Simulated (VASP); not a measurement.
The input files of a VASP run:

File KPOINTS:
```
Automatic mesh
0
Gamma
6 6 6
0 0 0
```

POSCAR:
```
SrTe
1
    0.0000000000     3.3255110000     3.2637250000
    3.3835050000     0.0000000000     3.2637250000
    3.3835050000     3.3255110000     0.0000000000
Sr Te
1 1
Direct
  0.0000000000   0.0000000000   0.0000000000
  0.4872080000   0.5127920000   0.5127920000
```

INCAR:
```
SYSTEM = SrTe
PREC = Accurate
ENCUT = 400
EDIFF = 1E-6
NELM = 100
ALGO = Normal
LREAL = .FALSE.
LASPH = .TRUE.
ISMEAR = 0
SIGMA = 0.05
GGA = PE
LMAXMIX = 4
LWAVE = .FALSE.
LCHARG = .FALSE.
ISIF = 2
AMIX = 0.2
BMIX = 3.0
IMIX = 1
```

POTCAR, in this order: Sr_sv Te (PBE.64 set). Program: vasp_std.

Q: Write an equivalent input for Quantum ESPRESSO's pw.x.

A: One equivalent input (not run):
```
&CONTROL
  calculation = 'scf'
  pseudo_dir = './pseudo'
  outdir = './out'
  tprnfor = .true.
  tstress = .true.
/
&SYSTEM
  ibrav = 0
  nat = 2
  ntyp = 2
  ecutwfc = 82.3
  occupations = 'smearing'
  smearing = 'gaussian'
  degauss = 0.003675
  input_dft = 'pbe'
/
&ELECTRONS
  conv_thr = 7.3e-08
  electron_maxstep = 100
/
ATOMIC_SPECIES
  Sr 87.620 Sr.upf
  Te 127.600 Te.upf
CELL_PARAMETERS angstrom
     0.0000000    3.3255110    3.2637250
     3.3835050    0.0000000    3.2637250
     3.3835050    3.3255110    0.0000000
ATOMIC_POSITIONS crystal
  Sr   0.0000000  0.0000000  0.0000000
  Te   0.4872080  0.5127920  0.5127920
K_POINTS automatic
  6 6 6 0 0 0
```
The two are equivalent in intent, not identical: the potentials are each code's own (VASP's PAW set, PseudoDojo norm-conserving files in pw.x), so ENCUT and ecutwfc are chosen apart and not converted; conv_thr bounds pw.x's estimated SCF error, while EDIFF bounds the energy change between steps.

The compound is SrTe in the rock salt structure. The cell was not relaxed at this level, atoms are displaced from their ideal sites. The run is one of a series of settings (AMIX = 0.2, BMIX = 3.0, IMIX = 1 against the base run), some of them coarse on purpose.
